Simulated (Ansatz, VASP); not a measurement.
# Cross-check of SnTe between VASP and Ansatz

Wanted: the spread between two codes on one cell, functional and k mesh. The cell is taken from a series of runs on this material, whose earlier steps may have relaxed, scaled, displaced or heated it; both programs get it as it stands.

Main program and level: Ansatz 0.2.0; plane waves, with VASP 6.6.1 beside it; zone-centre phonons at LDA.

## 1. The structure

Symmetry: Fm-3m, No. 225, cubic system. The conventional cell has a = 6.020 Å, b = 6.020 Å, c = 6.020 Å, α = 90.00°, β = 90.00°, γ = 90.00°. Nearest to Sn lie 6 Te at 3.01 Å. Nearest to Te lie 6 Sn at 3.01 Å. Farther neighbours and most contacts between anions are not listed.

Structure file:

```cif
data_structure
_symmetry_space_group_name_H-M 'Fm-3m'
_symmetry_Int_Tables_number 225
_cell_length_a 6.0205
_cell_length_b 6.0205
_cell_length_c 6.0205
_cell_angle_alpha 90.000
_cell_angle_beta 90.000
_cell_angle_gamma 90.000
_cell_volume 218.22
loop_
_atom_site_label
_atom_site_type_symbol
_atom_site_symmetry_multiplicity
_atom_site_Wyckoff_symbol
_atom_site_fract_x
_atom_site_fract_y
_atom_site_fract_z
_atom_site_occupancy
Sn1 Sn 4 a 0.00000 0.00000 0.00000 1
Te1 Te 4 b 0.50000 0.00000 0.00000 1
```

## 2. VASP: zone-centre phonons, LDA, pair 1

Second derivatives magnify differences that forces hide, and they need a tight electronic threshold.

Lines of VASP's logs that name or quote its potential files are left out, and so is its time.

INCAR reads:

```
SYSTEM = SnTe
PREC = Accurate
ENCUT = 500
EDIFF = 1E-08
NELM = 120
ISMEAR = 0
SIGMA = 0.01
LREAL = .FALSE.
ALGO = Normal
GGA = PW92
NBANDS = 16
LORBIT = 11
LWAVE = .FALSE.
LCHARG = .FALSE.
ISIF = 2
IBRION = 8
LASPH = .TRUE.
GGA_COMPAT = .FALSE.
EFERMI = MIDGAP
KPAR = 2
```

POSCAR reads:

```
SnTe
1.0
    0.0000000000      3.0102464705      3.0102464705
    3.0102464705      0.0000000000      3.0102464705
    3.0102464705      3.0102464705      0.0000000000
Sn Te
1 1
Direct
    0.0000000000      0.0000000000      0.0000000000
    0.5000000000      0.5000000000      0.5000000000
```

KPOINTS reads:

```
Automatic mesh
0
Gamma
12 12 12
0 0 0
```

PAW data sets: Sn_d and Te (LDA family, release 64).

Launch:

```console
mpirun -np 2 vasp_std
```

Numbers of over 12 decimals in the logs are rounded to 6 here.

Output:

```text
[banner, memory and clock lines left out]
running    2 mpi-ranks, on    1 nodes
 distrk:  each k-point on    1 cores,    2 groups
 distr:  one band on    1 cores,    1 groups

 POSCAR found type information on POSCAR SnTe
 POSCAR found :  2 types and       2 ions
|                                                                             |
|               ----> ADVICE to this user running VASP <----                  |
|                                                                             |
|     You enforced a specific xc type in the INCAR file but a different       |
|     [... a line on the potential file left out ...]
|     I HOPE YOU KNOW WHAT YOU ARE DOING!                                     |
|                                                                             |

 LDA part: xc-table for (Slater(with rela. corr.)+PW92), standard interpolation
 POSCAR, INCAR and KPOINTS ok, starting setup
 FFT: planning ... GRIDC
 FFT: planning ... GRID_SOFT
 FFT: planning ... GRID
 WAVECAR not read
 entering main loop
       N       E                     dE             d eps       ncg     rms          rms(c)
DAV:   1     0.123833904087E+03    0.12383E+03   -0.96216E+03  2336   0.148E+03
DAV:   2     0.140072581043E+01   -0.12243E+03   -0.11960E+03  2504   0.355E+02
DAV:   3    -0.847764493809E+01   -0.98784E+01   -0.98388E+01  2976   0.875E+01
DAV:   4    -0.873696362430E+01   -0.25932E+00   -0.25928E+00  2664   0.154E+01
DAV:   5    -0.874853372402E+01   -0.11570E-01   -0.11570E-01  3544   0.305E+00    0.648E+00
DAV:   6    -0.871166767096E+01    0.36866E-01   -0.57678E-02  3320   0.192E+00    0.405E+00
DAV:   7    -0.870499392133E+01    0.66737E-02   -0.32915E-02  3088   0.110E+00    0.367E-01
DAV:   8    -0.870393902416E+01    0.10549E-02   -0.62561E-03  2960   0.675E-01    0.163E-01
DAV:   9    -0.870397334318E+01   -0.34319E-04   -0.37329E-04  2936   0.174E-01    0.522E-02
DAV:  10    -0.870397128480E+01    0.20584E-05   -0.20544E-05  3072   0.453E-02    0.315E-02
DAV:  11    -0.870397136511E+01   -0.80314E-07   -0.43188E-06  3120   0.261E-02    0.920E-03
DAV:  12    -0.870397121984E+01    0.14528E-06   -0.58901E-07  2896   0.111E-02    0.246E-03
DAV:  13    -0.870397121823E+01    0.16025E-08   -0.36828E-08  2824   0.167E-03
   1 F= -.87039712E+01 E0= -.87039712E+01  d E =-.100419E-47
 Linear response reoptimize wavefunctions to high precision
DAV:   1    -0.870397121795E+01    0.27876E-09   -0.28014E-09  2112   0.718E-04
DAV:   2    -0.870397121798E+01   -0.28194E-10   -0.23132E-10  1704   0.131E-04
 Linear response DOF=           2
 Linear response progress:
  Degree of freedom:   1/  2
       N       E                     dE             d eps       ncg     rms          rms(c)
RMM:   1    -0.216699122628E+00   -0.21670E+00    0.43556E-01  6309   0.111E+01
RMM:   2    -0.222452204569E+00   -0.57531E-02   -0.11764E-02  9164   0.891E-01    0.983E-02
RMM:   3    -0.222315503021E+00    0.13670E-03   -0.86962E-04  9939   0.241E-01    0.519E-02
RMM:   4    -0.222090670790E+00    0.22483E-03   -0.86225E-05 10011   0.748E-02    0.856E-03
RMM:   5    -0.222100565397E+00   -0.98946E-05   -0.81817E-06 10302   0.228E-02    0.420E-03
RMM:   6    -0.222109958054E+00   -0.93927E-05   -0.15981E-06 10145   0.786E-03    0.119E-03
RMM:   7    -0.222108419934E+00    0.15381E-05   -0.39834E-07 10544   0.313E-03    0.775E-04
RMM:   8    -0.222104553871E+00    0.38661E-05    0.20694E-07 10157   0.136E-03    0.122E-04
RMM:   9    -0.222105176875E+00   -0.62300E-06    0.57208E-07 10634   0.641E-04    0.258E-04
RMM:  10    -0.222104892606E+00    0.28427E-06    0.61785E-07 10668   0.311E-04    0.230E-04
RMM:  11    -0.222105028782E+00   -0.13618E-06    0.56341E-07 11134   0.166E-04    0.466E-04
RMM:  12    -0.222104631315E+00    0.39747E-06    0.20759E-07 10073   0.107E-04    0.148E-04
RMM:  13    -0.222104425949E+00    0.20537E-06    0.11000E-07 10633   0.687E-05    0.573E-06
RMM:  14    -0.222104377253E+00    0.48695E-07    0.32020E-08 11057   0.437E-05    0.277E-05
RMM:  15    -0.222104361250E+00    0.16003E-07    0.24370E-08 10465   0.328E-05    0.131E-05
RMM:  16    -0.222104365123E+00   -0.38730E-08    0.43491E-09  8934   0.276E-05    0.172E-06
 first order change of Fermi-energy   0.18834E-03
 force on displaced ion       1 direction 1 :  -1.549   0.000   0.000
 Linear response progress:
  Degree of freedom:   2/  2
       N       E                     dE             d eps       ncg     rms          rms(c)
RMM:   1    -0.474216208039E-01   -0.47422E-01    0.60974E-02 11099   0.969E-01
RMM:   2    -0.475284962497E-01   -0.10688E-03   -0.22430E-03  9755   0.250E-01    0.830E-02
RMM:   3    -0.476757094348E-01   -0.14721E-03   -0.19664E-04  9927   0.763E-02    0.556E-02
RMM:   4    -0.478990862886E-01   -0.22338E-03   -0.28523E-05  9764   0.359E-02    0.686E-03
RMM:   5    -0.479077058336E-01   -0.86195E-05   -0.14004E-06 10073   0.901E-03    0.324E-03
RMM:   6    -0.479105262880E-01   -0.28205E-05   -0.12050E-07  9896   0.256E-03    0.944E-04
RMM:   7    -0.479084182102E-01    0.21081E-05   -0.16647E-08 10110   0.598E-04    0.133E-04
RMM:   8    -0.479087367845E-01   -0.31857E-06   -0.10670E-07  9746   0.194E-04    0.456E-05
RMM:   9    -0.479088538046E-01   -0.11702E-06    0.21998E-07 10524   0.783E-05    0.977E-06
RMM:  10    -0.479088464025E-01    0.74021E-08    0.45410E-07 10567   0.281E-05    0.305E-06
RMM:  11    -0.479088287767E-01    0.17626E-07    0.52194E-08 10292   0.147E-05    0.160E-06
RMM:  12    -0.479088323985E-01   -0.36219E-08    0.95085E-09  8856   0.118E-05    0.369E-07
 first order change of Fermi-energy  -0.10342E-03
 force on displaced ion       2 direction 1 :  -1.527   0.000   0.000
 Linear response finished
```

Parts of OUTCAR (step 2):

```text
ion  position               nearest neighbor table
   1  0.000  0.000  0.000-   2 3.01   2 3.01   2 3.01   2 3.01   2 3.01   2 3.01
   2  0.500  0.500  0.500-   1 3.01   1 3.01   1 3.01   1 3.01   1 3.01   1 3.01

  LATTYP: Found a face centered cubic cell.
 ALAT       =     6.0204929410

 Subroutine GETGRP returns: Found 48 space group operations
 (whereof 48 operations were pure point group operations)

The static configuration has the point symmetry O_h .

 Found     72 irreducible k-points:

   k-points           NKPTS =     72   k-points in BZ     NKDIM =     72   number of bands    NBANDS=     16

   dimension x,y,z NGX =    32 NGY =   32 NGZ =   32
   dimension x,y,z NGXF=    64 NGYF=   64 NGZF=   64

   ENCUT  =  500.0 eV  36.75 Ry    6.06 a.u.   7.76  7.76  7.76*2*pi/ulx,y,z

   NELECT =      20.0000    total number of electrons

 k-points in reciprocal lattice and weights: Automatic mesh
   0.00000000  0.00000000  0.00000000       0.001
   0.08333333  0.00000000  0.00000000       0.005
   0.16666667  0.00000000  0.00000000       0.005
   0.25000000  0.00000000  0.00000000       0.005
   0.33333333  0.00000000  0.00000000       0.005
   0.41666667  0.00000000  0.00000000       0.005
   0.50000000  0.00000000  0.00000000       0.002
   0.08333333  0.08333333  0.00000000       0.003
   0.16666667  0.08333333  0.00000000       0.014
[...]
-0.33333333  0.50000000  0.16666667       0.007
  -0.25000000  0.50000000  0.25000000       0.003

 average (electrostatic) potential at core
       1 -98.6593       2 -87.2372

  Total        2.3328703      2.3328703      2.3328703     -0.0000000     -0.0000000      0.0000000
  in kB       68.5117419     68.5117419     68.5117419     -0.0000000     -0.0000000      0.0000000
  external PRESSURE =      68.5117419 kB  Pullay stress =       0.0000000 kB

  energy-cutoff  :      500.00
  volume of cell :       54.56
      direct lattice vectors                 reciprocal lattice vectors
     0.000000000  3.010246470  3.010246470    -0.166099356  0.166099356  0.166099356
     3.010246470  0.000000000  3.010246470     0.166099356 -0.166099356  0.166099356
     3.010246470  3.010246470  0.000000000     0.166099356  0.166099356 -0.166099356

 POSITION                                       TOTAL-FORCE (eV/Angst)
 -----------------------------------------------------------------------------------
      0.00000      0.00000      0.00000         0.000000      0.000000     -0.000000
      3.01025      3.01025      3.01025        -0.000000     -0.000000      0.000000
 -----------------------------------------------------------------------------------
    total drift:                                0.000000     -0.000000     -0.000000

 Eigenvectors and eigenvalues of the dynamical matrix
 ----------------------------------------------------

   1 f  =    2.472774 THz    15.536899 2PiTHz   82.482873 cm-1    10.226568 meV
             X         Y         Z           dx          dy          dz
      0.000000  0.000000  0.000000    -0.722273    0.000000   -0.000000
      3.010246  3.010246  3.010246     0.691608   -0.000000   -0.000000

   2 f  =    2.472774 THz    15.536899 2PiTHz   82.482873 cm-1    10.226568 meV
             X         Y         Z           dx          dy          dz
      0.000000  0.000000  0.000000     0.000000    0.722273    0.000000
      3.010246  3.010246  3.010246    -0.000000   -0.691608    0.000000

   3 f  =    2.472774 THz    15.536899 2PiTHz   82.482873 cm-1    10.226568 meV
             X         Y         Z           dx          dy          dz
      0.000000  0.000000  0.000000     0.000000    0.000000    0.722273
      3.010246  3.010246  3.010246     0.000000    0.000000   -0.691608

   4 f/i=    0.008988 THz     0.056471 2PiTHz    0.299795 cm-1     0.037170 meV
             X         Y         Z           dx          dy          dz
      0.000000  0.000000  0.000000     0.054006   -0.156260    0.671556
      3.010246  3.010246  3.010246     0.056401   -0.163188    0.701332

   5 f/i=    0.008988 THz     0.056471 2PiTHz    0.299795 cm-1     0.037170 meV
             X         Y         Z           dx          dy          dz
      0.000000  0.000000  0.000000     0.529835    0.440467    0.059880
      3.010246  3.010246  3.010246     0.553327    0.459996    0.062535

   6 f/i=    0.008988 THz     0.056471 2PiTHz    0.299795 cm-1     0.037170 meV
             X         Y         Z           dx          dy          dz
      0.000000  0.000000  0.000000    -0.441226    0.509798    0.154105
      3.010246  3.010246  3.010246    -0.460789    0.532401    0.160937

 ELASTIC MODULI CONTR FROM IONIC RELAXATION (kBar)
 Direction    XX          YY          ZZ          XY          YZ          ZX
 --------------------------------------------------------------------------------
 XX           0.0000      0.0000      0.0000      0.0000      0.0000      0.0000
 YY           0.0000      0.0000      0.0000      0.0000      0.0000      0.0000
 ZZ           0.0000      0.0000      0.0000      0.0000      0.0000      0.0000
 XY           0.0000      0.0000      0.0000      0.0000      0.0000      0.0000
 YZ           0.0000      0.0000      0.0000      0.0000      0.0000      0.0000
 ZX           0.0000      0.0000      0.0000      0.0000      0.0000      0.0000
 --------------------------------------------------------------------------------
```

## 3. Ansatz: zone-centre phonons, LDA, pair 1

Ansatz runs on its PAW soft_1 files.

The same cell, functional (in two slightly different forms), mesh and smearing now go to Ansatz, which takes its cutoff from its data sets.

input.yaml reads:

```yaml
crystal:
  lattice:
    - [0.0, 3.0102464705, 3.0102464705]
    - [3.0102464705, 0.0, 3.0102464705]
    - [3.0102464705, 3.0102464705, 0.0]
  atoms:
    - { symbol: Sn, position: [0.0, 0.0, 0.0] }
    - { symbol: Te, position: [0.5, 0.5, 0.5] }
kpoints:
  mp_grid: { grid: [12, 12, 12] }
hamiltonian:
  xc: lda
  pseudopotentials: { kind: paw, azcp: { folder: soft_1 }, xc_functional: pbe }
scf:
  occupations: { method: gaussian, width: 0.01 }
output:
  eigenvalues: true
phonons:
  method: dfpt
```

Launch:

```console
ansatz run input.yaml --threads 4 --pin off --max-ram 10240MiB --backend cpu --events-out ev --progress --plain --runs-dir out
```

Output:

```text
Engine: ansatz 0.2.0, aarch64-unknown-linux-gnu
Pseudopotentials: kind: paw
Pseudopotential: Sn, paw, valence charge 14, recommended cutoff 420 eV (normal), soft_1/Sn.paw.azcp
Pseudopotential: Te, paw, valence charge 16, recommended cutoff 420 eV (normal), soft_1/Te.paw.azcp
Functional definition: SPW92
  exchange = slater_x
  correlation = pw_c
Crystal: 2 atoms, lattice volume = 54.555 Å³
Basis set: ecut = 420 eV, 1067 PW (Γ), exchange–correlation on 60×60×60 points (8 copies of the dense FFT grid, shifted against one another)
Bands: 19, of which v1, the nominal top of the filled ones, is band 15 counted from 1 (14 counted from 0)
Symmetry: 48 space group operations
k-points: 163 of 1728 (irreducible under 8 space group operations, time reversal used)
Non-local potential: Sn, projectors of the file, l = 0: 2, l = 1: 2, l = 2: 2, l = 3: 1
Non-local potential: Te, projectors of the file, l = 0: 2, l = 1: 2, l = 2: 2, l = 3: 1
PAW form: soft (Blöchl's): semilocal exchange-correlation on the pseudo side does not see the compensation charge
PAW frozen core: Sn, regenerated for the run's functional, and the local potential with it (the file was generated under x = pbe(κ = 0.804, μ = 0.219515), c = pbe(β = 0.066725))
PAW frozen core: Te, regenerated for the run's functional, and the local potential with it (the file was generated under x = pbe(κ = 0.804, μ = 0.219515), c = pbe(β = 0.066725))
PAW one-centre angular grid: Sn, 590 points (default); XC on 64 Gauss nodes
PAW one-centre angular grid: Te, 590 points (default); XC on 64 Gauss nodes
Initial density: superposition of atomic densities (chi_scale 0.1, normalization cell, long waves kept (reshape's long-wave potential 0.00 eV rms))
Initial wavefunctions: pseudopotential atomic-orbital guess
Functional: x = slater, c = lda
SCF iter   1: F=—  HF=-12707.306793 eV  |F-HF|=—  |Δ(HF+E_count)|=         —  Δρ=1.19e-2  dr2=7.16e-2  ethr=3.10e-3  ⟨swp⟩=7.7  Hψ=19189  notcnv=0
preconditioner: auto → none  [insulator: Δε(μ)=0.246 eV  Ē_g=17.293 eV  σ=0.010 eV  W_gap=1.00  n_scr=14 (ndim 8)  ℏωp=22.5 eV  f_vac=0.000  D(μ)=0.00/eV (n_scr^D=0)  ε∞_Penn≈2.7]
SCF iter   2: F=—  HF=-12707.295299 eV  |F-HF|=—  |Δ(HF+E_count)|=   1.15e-2  Δρ=5.44e-3  dr2=1.47e-2  ethr=2.39e-4  ⟨swp⟩=2.1  Hψ=5157  notcnv=0
SCF iter   3: F=—  HF=-12707.294453 eV  |F-HF|=—  |Δ(HF+E_count)|=   8.46e-4  Δρ=4.07e-4  dr2=5.51e-5  ethr=4.90e-5  ⟨swp⟩=2.9  Hψ=5893  notcnv=0
SCF iter   4: F=—  HF=-12707.294465 eV  |F-HF|=—  |Δ(HF+E_count)|=   1.27e-5  Δρ=8.60e-5  dr2=2.64e-6  ethr=1.84e-7  ⟨swp⟩=2.0  Hψ=4951  notcnv=0
SCF iter   5: F=—  HF=-12707.294467 eV  |F-HF|=—  |Δ(HF+E_count)|=   1.44e-6  Δρ=1.83e-5  dr2=1.02e-7  ethr=8.80e-9  ⟨swp⟩=2.0  Hψ=4710  notcnv=0
SCF iter   6: F=—  HF=-12707.294467 eV  |F-HF|=—  |Δ(HF+E_count)|=   2.55e-8  Δρ=3.06e-6  dr2=1.91e-9  ethr=3.39e-10  ⟨swp⟩=2.0  Hψ=4727  notcnv=0
SCF iter   7: F=—  HF=-12707.294467 eV  |F-HF|=—  |Δ(HF+E_count)|=   1.45e-9  Δρ=2.54e-7  dr2=2.54e-11  ethr=6.38e-12  ⟨swp⟩=2.2  Hψ=5460  notcnv=0
SCF iter   8: F=-12707.294467 eV  HF=-12707.294467 eV  |F-HF|=0.00e0  |Δ(HF+E_count)|=    0.00e0  Δρ=2.11e-8  dr2=1.94e-13  ethr=1.00e-12  ⟨swp⟩=6.4  Hψ=14084  notcnv=0
SCF 1 converged in 8 iterations: F = -12707.294467 eV  dr2 = 1.94e-13
  greatest PAW one-centre occupation: 0.999 electrons in one spin orbital (limit 2), on the Te atom at site 1 (counted from 0), in its partial waves of l = 2
DFPT response loops at Γ: preconditioner auto → Resta (q_TF=auto, 2.469 Å⁻¹)  ε∞=15.9 (no band partly filled); β = 1.00, the filter's whole step (`scf.mixing.beta` (0.50) is not read by the response loops at its default; to damp them type it under 1.00, their step now; it binds the ground state too); Broyden in place of MSR1
SCF converged after 8 iterations
Free energy (F): -12707.294467 eV
Harris-Foulkes:  -12707.294467 eV  (|F-HF|=0.00e0)
Internal energy: -12707.294467 eV  (E = F + TS)
E sigma→0 (E₀):  -12707.294467 eV
Fermi energy:    11.592474 eV
--- Per-component energies (eV) ---
  E_band       = -304.339919
  E_kinetic    = 345.293043
  E_local      = -2479.352707  (includes V_loc(G=0)·N_el)
  E_nonlocal   = 222.086934
  E_hartree    = 1258.553961
  E_xc         = -249.286446
  E_vxc        = -186.511260  (∫ρ·V_xc dr)
  E_paw        = -8743.557879  (= ΣΔE_a)
  E_vpaw       = -722.964203  (= ΣTr[D̂ρ^β])
  E_aug_tail   = 0.000342  (compensation charges beyond the density's cutoff)
  E_ewald      = -3062.135247
  E_core_change = 1.103533  (= ΣΔE_core)
  E_smearing   = -0.000000  (= −TS)
  E_closure    = 0.000000  (closes the sum)
  Σ components = -12707.294467   (vs F -12707.294467, Δ=0.00e0)
--- Band table (eV; the first three rows and the last of 163) ---
  k-point 0: bands = [... 11 lower, 7.3449, 9.0862, 9.0862, 9.0862, 15.1684, 15.1684, 15.1684, 16.1849]
  k-point 1: bands = [... 11 lower, 6.7427, 9.0967, 9.0967, 9.5624, 14.7525, 14.7525, 14.7867, 16.0991]
  k-point 2: bands = [... 11 lower, 5.6609, 9.1333, 9.1333, 10.2597, 13.9323, 13.9323, 14.0536, 16.1397]
  k-point 162: bands = [... 11 lower, 3.6261, 5.8760, 5.8760, 10.7994, 12.3993, 16.1810, 16.1810, 18.3105]
--- Phonons (Γ-DFPT): 2 representative perturbations + reference, on 163 of 1728 k-points (Σ response iterations 6) ---
  k mesh reduced under 8 symmetry operations, with k and −k counted as one. Each operation leaves every solved perturbation unchanged. A smaller set is not used because it would not reduce the number of displacements times k-points to solve
  ASR residual: 3.988e-5 → 0.000e0 eV/Å²; symmetrization residual: 3.547e-6 eV/Å²
  ASR residual per site (eV/Å²): 3.99e-5 2.88e-5
  Γ frequencies (cm⁻¹): 0.00 0.00 0.00 80.11 80.11 80.11
  non-analytic LO–TO correction: not included (Born effective charges unavailable; polar crystals: no LO–TO splitting at Γ)
```

Reading the cycles: dr2 is the Hartree energy of the density residual (eV), the measure of convergence; HF is the Harris–Foulkes estimate of the energy, which meets the free energy F at convergence.

## 4. Differences

Known differences besides the potentials themselves: the data sets hold 30 valence electrons in Ansatz (on its PAW soft_1 files) and 20 in VASP; the cutoff is 420 eV in Ansatz and 500 eV in VASP; VASP's log shows a relativistic correction to its local exchange, Ansatz's none. Total energies have different zeros and are not compared.

The two programs side by side:

```csv
quantity,Ansatz,VASP,difference
optical mode 1 to 3 (cm⁻¹),80.1,82.5,-2.88 %
```

Modes are paired by rising frequency, not by their patterns, so a pair may set unlike modes beside each other; they are those without the splitting of longitudinal modes.

(Part 1 of 2 ends here.)

[Lines on the potential files, build, host, timing and source positions are cut from VASP's logs without a mark.]

[Logs are printed without paths, hosts, clocks, repeated set-up lines and the standing remarks that a program may print on its own settings, such as how far it seeks lower states.]

[Hosts, paths, dates, database ids (printed as entryN), source tags and the programs' standing remarks are cut or masked in the printed files.]
